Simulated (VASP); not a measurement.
# GaN: the relaxed cell at several levels, part 3 of 3

How close do the usual functionals, with and without dispersion, come to the cell of GaN? LASPH is on for some levels and off for others; the table marks which. The start is a cell from a database of measured crystal structures.

VASP 6.6.1, plane waves and PAW; the level of theory is named at each step.

So far. Step 4 (Relaxation with r2SCAN): It ends at 11.43 Å³/atom, +1.1 % from the start, with 0.02 GPa left. The conventional cell has a = 3.188 and c = 5.196 Å. Step 5 (Relaxation with PBE + D3(BJ)): It ends at 11.52 Å³/atom, +1.9 % from the start, with 0.09 GPa left. The conventional cell has a = 3.196 and c = 5.212 Å. Against plain PBE, the dispersion term moves a by -0.7 % and c by -0.6 %.

The database entry behind the starting cell differs from later determinations by our own check (about 0.3 % short, ideal inner coordinate), so it need not match the best structure at ambient conditions.

## (6) Relaxation with r2SCAN + rVV10

This step: r2SCAN with rVV10; plane waves and PAW (Ga_d, N) (VASP 6.6.1).

LUSE_VDW switches on a nonlocal correlation term for dispersion.

Contents of INCAR:

```
SYSTEM = GaN
PREC = Accurate
ENCUT = 560
EDIFF = 1E-06
NELM = 100
ISMEAR = -1
SIGMA = 0.05
LREAL = .FALSE.
ALGO = Normal
METAGGA = R2SCAN
LUSE_VDW = .TRUE.
IVDW_NL = 2
BPARAM = 11.95
CPARAM = 0.0093
LASPH = .TRUE.
NBANDS = 24
LORBIT = 11
LWAVE = .FALSE.
LCHARG = .FALSE.
KPAR = 4
IBRION = 2
NSW = 60
ISIF = 3
EDIFFG = -0.01
```

Contents of POSCAR:

```
GaN
1.0
    3.1800000000      0.0000000000      0.0000000000
   -1.5900000000      2.7539607840      0.0000000000
    0.0000000000      0.0000000000      5.1660000000
Ga N
2 2
Direct
    0.3333333333      0.6666666667      0.0000000000
    0.6666666667      0.3333333333      0.5000000000
    0.3333333333      0.6666666667      0.3750000000
    0.6666666667      0.3333333333      0.8750000000
```

Contents of KPOINTS:

```
Automatic mesh
0
Gamma
8 8 5
0 0 0
```

The projector-augmented-wave data sets are Ga_d and N (PBE family, release 64).

Launch:

```
$ mpirun -np 4 vasp_std
```

Log:

```text
[banner, memory and clock lines left out]
running    4 mpi-ranks, on    1 nodes
[...]
|                                                                             |
|               ----> ADVICE to this user running VASP <----                  |
|                                                                             |
|     You have switched on vdW-DFT.                                           |
|     This routine was written and supplied by Jiri Klimes. We recommend      |
|     that you carefully read and cite the following publications:            |
|       J. Klimes, D.R. Bowler, A. Michelides                                 |
|          J. Phys.: Cond Matt. 22 022201 (2010)                              |
|       J. Klimes, D.R. Bowler, A. Michelides                                 |
|          Phys. Rev. B. 83, 195131 (2011)                                    |
|     and references therein.                                                 |
|                                                                             |

[...]
Total rVV10 correction in eV:      0.9873845    38.6842476
Total rVV10 correction in eV:      0.9873845    38.6842476
Total rVV10 correction in eV:      0.9873845    38.6842476
DAV:  14    -0.428291387436E+02    0.37062E-06   -0.29359E-06  1328   0.145E-02
Total rVV10 correction in eV:      0.9873933    38.6842476
Total rVV10 correction in eV:      0.9873933    38.6842476
Total rVV10 correction in eV:      0.9873933    38.6842476
Total rVV10 correction in eV:      0.9873933    38.6842476
Total rVV10 correction in eV:      0.9873864    38.6842476
Total rVV10 correction in eV:      0.9873864    38.6842476
Total rVV10 correction in eV:      0.9873864    38.6842476
Total rVV10 correction in eV:      0.9873864    38.6842476
   1 F= -.42829139E+02 E0= -.42829139E+02  d E =-.428291E+02
[... from here on, the cycles between the ionic steps are left out ...]
   2 F= -.42829008E+02 E0= -.42829008E+02  d E =0.130422E-03
   3 F= -.42831197E+02 E0= -.42831197E+02  d E =-.205857E-02
   4 F= -.42831196E+02 E0= -.42831196E+02  d E =-.205727E-02
   5 F= -.42831223E+02 E0= -.42831223E+02  d E =-.270364E-04
 trial-energy change:   -0.000027  1 .order   -0.000019   -0.000041    0.000003
 step:   0.8728(harm=  0.8447)  dis= 0.00053  next Energy=   -42.831223 (dE=-0.271E-04)
 reached required accuracy - stopping structural energy minimisation
```

Elapsed: 2.6 min, on 4 MPI ranks of AMD EPYC 9R45, shared host; peak memory 1.2 GiB; 10 min of CPU time.

OUTCAR, selected parts (step 6):

```text
  Total        0.0322619      0.0322619     -0.0074767      0.0000000      0.0000000      0.0000000
  in kB        1.1378138      1.1378138     -0.2636883      0.0000000      0.0000000      0.0000000
  external PRESSURE =       0.6706464 kB  Pullay stress =       0.0000000 kB

 POSITION                                       TOTAL-FORCE (eV/Angst)
 -----------------------------------------------------------------------------------
     -0.00000      1.83649      5.18068        -0.000000      0.000000     -0.000406
      1.59045      0.91824      2.58846         0.000000      0.000000     -0.000406
     -0.00000      1.83649      1.94792        -0.000000      0.000000      0.000406
      1.59045      0.91824      4.54013        -0.000000     -0.000000      0.000406
 -----------------------------------------------------------------------------------
    total drift:                                0.000001      0.000001      0.048070

  FREE ENERGIE OF THE ION-ELECTRON SYSTEM (eV)
  ---------------------------------------------------
  free  energy   TOTEN  =       -42.8312230470 eV

  energy  without entropy=      -42.8312230470  energy(sigma->0) =      -42.83122305

[... 2 parts as in an earlier step ...]

[... 2 further parts left out ...]
[key lines of the parts left out:]
E-fermi :   6.1349
```

It ends at 11.36 Å³/atom, +0.4 % from the start, with 0.07 GPa left. The conventional cell has a = 3.181 and c = 5.184 Å. Against plain r2SCAN, the dispersion term moves a by -0.2 % and c by -0.2 %.

## (7) Relaxation with vdW-DF-cx

This step: vdW-DF-cx; plane waves and PAW (Ga_d, N) (VASP 6.6.1).

vdW-DF-cx takes its exchange from the same plasmon model as its correlation.

Changes to INCAR since step 6:

```diff
@@ -9,7 +9,5 @@
 ALGO = Normal
-METAGGA = R2SCAN
+GGA = CX
+AGGAC = 0
 LUSE_VDW = .TRUE.
-IVDW_NL = 2
-BPARAM = 11.95
-CPARAM = 0.0093
 LASPH = .TRUE.
```

POSCAR is that of step 6.

KPOINTS is that of step 6.

Launch:

```
$ mpirun -np 4 vasp_std
```

Log:

```text
[banner, memory and clock lines left out]
running    4 mpi-ranks, on    1 nodes
[...]
[... a notice as in an earlier step ...]

 [... a notice as in an earlier step ...]

 LDA part: xc-table for (Slater+PW92), standard interpolation
 POSCAR, INCAR and KPOINTS ok, starting setup
[...]
entering main loop
       N       E                     dE             d eps       ncg     rms          rms(c)
DAV:   1     0.287818112387E+03    0.28782E+03   -0.19112E+04  1552   0.294E+03
DAV:   2     0.142519646697E+02   -0.27357E+03   -0.26166E+03  1584   0.529E+02
DAV:   3    -0.183799311353E+02   -0.32632E+02   -0.32360E+02  1736   0.147E+02
DAV:   4    -0.193998878961E+02   -0.10200E+01   -0.10179E+01  1800   0.291E+01
[...]
DAV:  13    -0.156500796777E+02   -0.16157E-05   -0.48500E-05  2064   0.885E-02    0.244E-02
DAV:  14    -0.156500767237E+02    0.29540E-05   -0.10042E-05  2032   0.350E-02    0.119E-02
DAV:  15    -0.156500765694E+02    0.15429E-06   -0.13705E-06  1200   0.872E-03
[...]
DAV:   8    -0.156508113672E+02    0.45949E-07   -0.49412E-06  1504   0.222E-02
   2 F= -.15650811E+02 E0= -.15650811E+02  d E =-.734798E-03
 trial-energy change:   -0.000735  1 .order   -0.001047   -0.016268    0.014173
 step:   0.5190(harm=  0.5344)  dis= 0.00323  next Energy=   -15.654255 (dE=-0.418E-02)
[...]
N       E                     dE             d eps       ncg     rms          rms(c)
DAV:   1    -0.156775885314E+02   -0.26777E-01   -0.54043E-01  2048   0.128E+01    0.984E-01
DAV:   2    -0.156599818173E+02    0.17607E-01   -0.62992E-02  1840   0.520E+00    0.464E-01
DAV:   3    -0.156546020025E+02    0.53798E-02   -0.11542E-02  2432   0.220E+00    0.107E-01
DAV:   4    -0.156542600908E+02    0.34191E-03   -0.27811E-03  1664   0.469E-01    0.451E-02
DAV:   5    -0.156542241634E+02    0.35927E-04   -0.15986E-04  1896   0.112E-01    0.285E-02
DAV:   6    -0.156542203339E+02    0.38296E-05   -0.20069E-05  1944   0.435E-02    0.103E-02
DAV:   7    -0.156542172549E+02    0.30790E-05   -0.13749E-05  1576   0.317E-02    0.300E-03
DAV:   8    -0.156542173374E+02   -0.82454E-07   -0.11508E-06  1024   0.110E-02
   3 F= -.15654217E+02 E0= -.15654217E+02  d E =-.414077E-02
[...]
reached required accuracy - stopping structural energy minimisation
```

Elapsed: 70 s, on 4 MPI ranks; peak memory 1.5 GiB.

OUTCAR, selected parts (step 7):

```text
  Total        0.0027237      0.0027237     -0.0136841      0.0000000      0.0000000      0.0000000
  in kB        0.0955251      0.0955251     -0.4799338      0.0000000      0.0000000      0.0000000
  external PRESSURE =      -0.0962945 kB  Pullay stress =       0.0000000 kB

 POSITION                                       TOTAL-FORCE (eV/Angst)
 -----------------------------------------------------------------------------------
     -0.00000      1.83942      5.19345        -0.000000     -0.000000     -0.004765
      1.59299      0.91971      2.59509        -0.000000      0.000000     -0.004765
     -0.00000      1.83942      1.95205         0.000000      0.000000      0.004765
      1.59299      0.91971      4.55042         0.000000     -0.000000      0.004765
 -----------------------------------------------------------------------------------
    total drift:                               -0.000000     -0.000000     -0.000825

  FREE ENERGIE OF THE ION-ELECTRON SYSTEM (eV)
  ---------------------------------------------------
  free  energy   TOTEN  =       -15.6542173374 eV

  energy  without entropy=      -15.6542173372  energy(sigma->0) =      -15.65421734

[... 2 parts as in an earlier step ...]

[... 2 further parts left out ...]
[key lines of the parts left out:]
E-fermi :   6.1568
```

It ends at 11.42 Å³/atom, +1.0 % from the start, with -0.01 GPa left. The conventional cell has a = 3.186 and c = 5.197 Å.

## (8) Relaxation with rev-vdW-DF2

This step: rev-vdW-DF2; plane waves and PAW (Ga_d, N) (VASP 6.6.1).

rev-vdW-DF2 revises the exchange of vdW-DF2 for solids.

Changes to INCAR since step 7:

```diff
@@ -9,5 +9,8 @@
 ALGO = Normal
-GGA = CX
+GGA = MK
 AGGAC = 0
 LUSE_VDW = .TRUE.
+PARAM1 = 0.1234
+PARAM2 = 0.711357
+ZAB_VDW = -1.8867
 LASPH = .TRUE.
```

POSCAR is that of step 7.

KPOINTS is that of step 7.

Launch:

```
$ mpirun -np 4 vasp_std
```

Log:

```text
[... set-up lines as in an earlier step ...]
 entering main loop
       N       E                     dE             d eps       ncg     rms          rms(c)
DAV:   1     0.288719579728E+03    0.28872E+03   -0.19134E+04  1552   0.294E+03
DAV:   2     0.135923754742E+02   -0.27513E+03   -0.26314E+03  1584   0.531E+02
DAV:   3    -0.193118501840E+02   -0.32904E+02   -0.32630E+02  1712   0.147E+02
DAV:   4    -0.203675517466E+02   -0.10557E+01   -0.10534E+01  1816   0.296E+01
[...]
DAV:  12    -0.162920278311E+02   -0.11811E-04   -0.12220E-04  1608   0.794E-02    0.140E-02
DAV:  13    -0.162920267599E+02    0.10712E-05   -0.20091E-05  1776   0.742E-02    0.835E-03
DAV:  14    -0.162920266751E+02    0.84790E-07   -0.39328E-06  1664   0.257E-02
   1 F= -.16292027E+02 E0= -.16292027E+02  d E =-.162920E+02
[...]
N       E                     dE             d eps       ncg     rms          rms(c)
DAV:   1    -0.168154899698E+02   -0.52346E+00   -0.88126E+00  1784   0.639E+01    0.446E+00
[...]
DAV:   9    -0.162955373785E+02    0.59012E-07   -0.10635E-06  1024   0.112E-02
   2 F= -.16295537E+02 E0= -.16295537E+02  d E =-.351070E-02
 trial-energy change:   -0.003511  1 .order   -0.005232   -0.060543    0.050079
 step:   0.5240(harm=  0.5473)  dis= 0.00322  next Energy=   -16.307642 (dE=-0.156E-01)
[...]
N       E                     dE             d eps       ncg     rms          rms(c)
DAV:   1    -0.164291932978E+02   -0.13366E+00   -0.19123E+00  1832   0.282E+01    0.218E+00
DAV:   2    -0.163358546077E+02    0.93339E-01   -0.25229E-01  1856   0.116E+01    0.102E+00
DAV:   3    -0.163097494116E+02    0.26105E-01   -0.49685E-02  2240   0.487E+00    0.222E-01
DAV:   4    -0.163088150836E+02    0.93433E-03   -0.10661E-02  1496   0.842E-01    0.157E-01
DAV:   5    -0.163077211874E+02    0.10939E-02   -0.87025E-04  2160   0.287E-01    0.559E-02
DAV:   6    -0.163075643118E+02    0.15688E-03   -0.23824E-04  1704   0.203E-01    0.209E-02
DAV:   7    -0.163075633001E+02    0.10117E-05   -0.10179E-05  1960   0.330E-02    0.104E-02
DAV:   8    -0.163075627856E+02    0.51446E-06   -0.18226E-06   952   0.168E-02
   3 F= -.16307563E+02 E0= -.16307563E+02  d E =-.155361E-01
[...]
reached required accuracy - stopping structural energy minimisation
```

The job ended after 67 s (4 MPI ranks; peak memory 1.5 GiB; 4.4 min of CPU time).

OUTCAR, selected parts (step 8):

```text
  Total       -0.0219370     -0.0219370     -0.0374847      0.0000000      0.0000000      0.0000000
  in kB       -0.7592072     -0.7592072     -1.2972879      0.0000000      0.0000000      0.0000000
  external PRESSURE =      -0.9385674 kB  Pullay stress =       0.0000000 kB

 POSITION                                       TOTAL-FORCE (eV/Angst)
 -----------------------------------------------------------------------------------
     -0.00000      1.84747      5.21727        -0.000000      0.000000     -0.002052
      1.59996      0.92374      2.60698         0.000000     -0.000000     -0.002052
     -0.00000      1.84747      1.96103        -0.000000      0.000000      0.002052
      1.59996      0.92374      4.57133         0.000000     -0.000000      0.002052
 -----------------------------------------------------------------------------------
    total drift:                               -0.000000      0.000000      0.000896

  FREE ENERGIE OF THE ION-ELECTRON SYSTEM (eV)
  ---------------------------------------------------
  free  energy   TOTEN  =       -16.3075627856 eV

  energy  without entropy=      -16.3075627853  energy(sigma->0) =      -16.30756279

[... 2 parts as in an earlier step ...]

[... 2 further parts left out ...]
[key lines of the parts left out:]
E-fermi :   5.9759
```

It ends at 11.57 Å³/atom, +2.3 % from the start, with -0.09 GPa left. The conventional cell has a = 3.200 and c = 5.221 Å.

## (9) Relaxation with RPBE

This step: RPBE; plane waves and PAW (Ga_d, N) (VASP 6.6.1).

RPBE by itself binds more weakly than PBE and expands cells.

Changes to INCAR since step 8:

```diff
@@ -9,9 +9,3 @@
 ALGO = Normal
-GGA = MK
-AGGAC = 0
-LUSE_VDW = .TRUE.
-PARAM1 = 0.1234
-PARAM2 = 0.711357
-ZAB_VDW = -1.8867
-LASPH = .TRUE.
+GGA = RP
 NBANDS = 24
```

POSCAR is that of step 8.

KPOINTS is that of step 8.

Launch:

```
$ mpirun -np 4 vasp_std
```

Log:

```text
[banner, memory and clock lines left out]
running    4 mpi-ranks, on    1 nodes
[...]
[... a notice as in an earlier step ...]

 LDA part: xc-table for (Slater+PW92), standard interpolation
 POSCAR, INCAR and KPOINTS ok, starting setup
[...]
entering main loop
       N       E                     dE             d eps       ncg     rms          rms(c)
DAV:   1     0.281433694348E+03    0.28143E+03   -0.19126E+04  1560   0.294E+03
DAV:   2     0.702505592188E+01   -0.27441E+03   -0.26228E+03  1592   0.530E+02
DAV:   3    -0.255315660616E+02   -0.32557E+02   -0.32289E+02  1728   0.147E+02
DAV:   4    -0.265541142151E+02   -0.10225E+01   -0.10205E+01  1800   0.292E+01
[...]
DAV:  12    -0.225907949538E+02   -0.15516E-04   -0.13668E-04  1592   0.107E-01    0.174E-02
DAV:  13    -0.225908020549E+02   -0.71011E-05   -0.41812E-05  2000   0.800E-02    0.651E-03
DAV:  14    -0.225908029307E+02   -0.87577E-06   -0.90563E-06  1712   0.237E-02
   1 F= -.22590803E+02 E0= -.22590803E+02  d E =-.225908E+02
[... from here on, the cycles between the ionic steps are left out ...]
   2 F= -.22627313E+02 E0= -.22627313E+02  d E =-.365102E-01
   3 F= -.22685967E+02 E0= -.22685967E+02  d E =-.951643E-01
   4 F= -.22685949E+02 E0= -.22685949E+02  d E =-.951457E-01
   5 F= -.22685994E+02 E0= -.22685994E+02  d E =-.453823E-04
   6 F= -.22686005E+02 E0= -.22686005E+02  d E =-.563873E-04
   7 F= -.22686014E+02 E0= -.22686014E+02  d E =-.923594E-05
   8 F= -.22686026E+02 E0= -.22686026E+02  d E =-.207040E-04
   9 F= -.22686022E+02 E0= -.22686022E+02  d E =-.168287E-04
  10 F= -.22686025E+02 E0= -.22686025E+02  d E =-.196727E-04
[...]
reached required accuracy - stopping structural energy minimisation
```

Wall time 34 s (4 MPI ranks); peak memory 0.75 GiB; 2.2 min of CPU time.

From OUTCAR (step 9):

```text
  Total        0.0217936      0.0217936      0.0136693      0.0000000      0.0000000      0.0000000
  in kB        0.7258468      0.7258468      0.4552620      0.0000000      0.0000000      0.0000000
  external PRESSURE =       0.6356519 kB  Pullay stress =       0.0000000 kB

 POSITION                                       TOTAL-FORCE (eV/Angst)
 -----------------------------------------------------------------------------------
     -0.00000      1.87223      5.27737         0.000000      0.000000     -0.000434
      1.62140      0.93612      2.63622        -0.000000      0.000000     -0.000434
     -0.00000      1.87223      1.98579        -0.000000     -0.000000      0.000434
      1.62140      0.93612      4.62694        -0.000000     -0.000000      0.000434
 -----------------------------------------------------------------------------------
    total drift:                                0.000000      0.000001     -0.002566

  FREE ENERGIE OF THE ION-ELECTRON SYSTEM (eV)
  ---------------------------------------------------
  free  energy   TOTEN  =       -22.6860247206 eV

  energy  without entropy=      -22.6860247187  energy(sigma->0) =      -22.68602472

[... 2 parts as in an earlier step ...]

[... 2 further parts left out ...]
[key lines of the parts left out:]
E-fermi :   5.7557
```

It ends at 12.03 Å³/atom, +6.3 % from the start, with 0.06 GPa left. The conventional cell has a = 3.243 and c = 5.282 Å.

## (10) The cells as a table

This step: relaxed cells at several levels; plane waves and PAW (VASP 6.6.1).

This step runs nothing: it gathers the runs above.

Lengths are those of the conventional cell; cost is the wall time of each run, as given at its step, times its ranks, without the set-up around it; LASPH differs between rows, which moves results and costs too. Results by level, by row:

| level | volume (Å³/atom) | change from the start (%) | a (Å) | c (Å) | cost (core minutes) | LASPH |
| --- | --- | --- | --- | --- | --- | --- |
| LDA | 11.08 | -2 | 3.154 | 5.144 | 0.96 | off |
| PBE | 11.75 | 3.9 | 3.218 | 5.244 | 1.4 | off |
| r2SCAN | 11.43 | 1.1 | 3.188 | 5.196 | 6.67 | on |
| PBE + D3(BJ) | 11.52 | 1.9 | 3.196 | 5.212 | 1.03 | off |
| r2SCAN + rVV10 | 11.36 | 0.4 | 3.181 | 5.184 | 10.4 | on |
| vdW-DF-cx | 11.42 | 1 | 3.186 | 5.197 | 4.67 | on |
| rev-vdW-DF2 | 11.57 | 2.3 | 3.2 | 5.221 | 4.47 | on |
| RPBE | 12.03 | 6.3 | 3.243 | 5.282 | 2.27 | off |

## (11) Summary of results

| Quantity | Value |
| --- | --- |
| volume, LDA | 11.08 Å³/atom |
| volume, PBE | 11.75 Å³/atom |
| volume, r2SCAN | 11.43 Å³/atom |
| volume, PBE + D3(BJ) | 11.52 Å³/atom |
| volume, r2SCAN + rVV10 | 11.36 Å³/atom |
| volume, vdW-DF-cx | 11.42 Å³/atom |
| volume, rev-vdW-DF2 | 11.57 Å³/atom |
| volume, RPBE | 12.03 Å³/atom |

In words: For GaN the levels give volumes between 11.08 Å³/atom (LDA) and 12.03 Å³/atom (RPBE), a spread of 8.5 %, while the cost of the finished runs spans a factor of 11. Within 1 % of experiment on every length: r2SCAN, PBE + D3(BJ), r2SCAN + rVV10, vdW-DF-cx and rev-vdW-DF2. The nearest, r2SCAN, took 6.5 times the core time of PBE + D3(BJ) and lowers the largest miss from 0.50 to 0.19 %. Thermal and zero-point expansion, often some tenths of a per cent in length, bear on this order: with the measured lengths lowered by an assumed 0.4 % the nearest becomes r2SCAN + rVV10. The costs hold the number of ionic steps as well as the price of the functional. The closing table has room for seven levels; rev-vdW-DF2 stands in the table of levels alone. Adding D3(BJ) to PBE changes the volume by -2.0 % (a by -0.7 % and c by -0.6 %). Adding rVV10 to r2SCAN changes the volume by -0.7 % (a by -0.2 % and c by -0.2 %). Within 0.02 Å all end in space group P6_3mc; the runs can't lower the symmetry of the start. LASPH is on for some levels and off for others, so differences between them are not the functional's alone. Each is a single relaxation on the plane waves of the start cell, so larger changes of volume carry a basis-set error that was not tested here.

Calculation against experiment:

| quantity | measured | LDA | PBE | r2SCAN | PBE + D3(BJ) | r2SCAN + rVV10 | vdW-DF-cx | RPBE |
| --- | --- | --- | --- | --- | --- | --- | --- | --- |
| lattice constant a (Å) | 3.189 | 3.154 (-1.1 %) | 3.218 (+0.9 %) | 3.188 (-0.0 %) | 3.196 (+0.2 %) | 3.181 (-0.3 %) | 3.186 (-0.1 %) | 3.243 (+1.7 %) |
| lattice constant c (Å) | 5.186 | 5.144 (-0.8 %) | 5.244 (+1.1 %) | 5.196 (+0.2 %) | 5.212 (+0.5 %) | 5.184 (-0.0 %) | 5.197 (+0.2 %) | 5.282 (+1.9 %) |

Measured values from arxiv:1710.05670 (2017).

**Verdict.** For the lattice constant a, of the levels listed nearest comes r2SCAN (-0.0 %, good agreement) and farthest RPBE (+1.7 %, a clear miss). For the lattice constant c, of the levels listed nearest comes r2SCAN + rVV10 (-0.0 %, good agreement) and farthest RPBE (+1.9 %, fair agreement). The grades are ours: good and fair within 0.7 and 1.5 % for the lattice constant a and 0.8 and 2 % for the lattice constant c. Zero-point motion and thermal expansion are not in the computed lattice constants.

[Lines on the potential files, build, host, timing and source positions are cut from VASP's logs without a mark.]

[Logs are printed without paths, hosts, clocks, repeated set-up lines and the standing remarks that a program may print on its own settings, such as how far it seeks lower states.]

[Hosts, paths, dates, database ids (printed as entryN), source tags and the programs' standing remarks are cut or masked in the printed files.]

[A measured line is paired with the nearest computed mode of its activity, which favours agreement.]
